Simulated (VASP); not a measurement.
VASP input:

**INCAR**
```
SYSTEM = Ir
PREC = Accurate
ENCUT = 480
EDIFF = 1E-7
NELM = 100
ALGO = Normal
LREAL = .FALSE.
LASPH = .TRUE.
ISMEAR = 1
SIGMA = 0.1
METAGGA = R2SCAN
LMIXTAU = .TRUE.
LMAXMIX = 6
LWAVE = .FALSE.
LCHARG = .FALSE.
ISIF = 3
IBRION = 2
NSW = 40
EDIFFG = -0.01
PSTRESS = 20
```

File POSCAR:
```
Ir
1.0
  0.0000000000   1.9261635174   1.9261635174
  1.9261635174   0.0000000000   1.9261635174
  1.9261635174   1.9261635174   0.0000000000
Ir
1
Cartesian
  0.0000000000   0.0000000000   0.0000000000
```

File KPOINTS:
```
Automatic mesh
0
Gamma
16 16 16
0 0 0
```

POTCAR, in this order: Ir (PBE.64 set). Program: vasp_std.

### Question
Write an equivalent input for Ansatz.

### Answer
One equivalent input (not run):
Ansatz 0.2 input:
```yaml
crystal:
  lattice:
    - [0.0000000, 1.9261635, 1.9261635]
    - [1.9261635, 0.0000000, 1.9261635]
    - [1.9261635, 1.9261635, 0.0000000]
  atoms:
    - { symbol: Ir, position: [0.0000000, 0.0000000, 0.0000000] }
kpoints:
  mp_grid: { grid: [16, 16, 16] }
hamiltonian:
  xc: r2scan
  pseudopotentials: { kind: paw }
scf:
  occupations: { method: methfessel_paxton, width: 0.1 }
  max_iter: 100
relax:
  max_steps: 40
  f_tol: 0.01
  cell: { p_target: 2 }
output: { forces: true, stress: true, eigenvalues: true }
```
What does not carry over: each code has its own PAW files, so the cut-off isn't converted (ENCUT is set for VASP's; basis.ecutwfc is left out, and Ansatz then takes the one that its files recommend); Ansatz stops its SCF on the density residual and VASP on the energy change (EDIFF).

The compound is Ir in the fcc structure. This run relaxes it under an external pressure of 2 GPa. Symmetry was kept, so distortions that lower it aren't found.
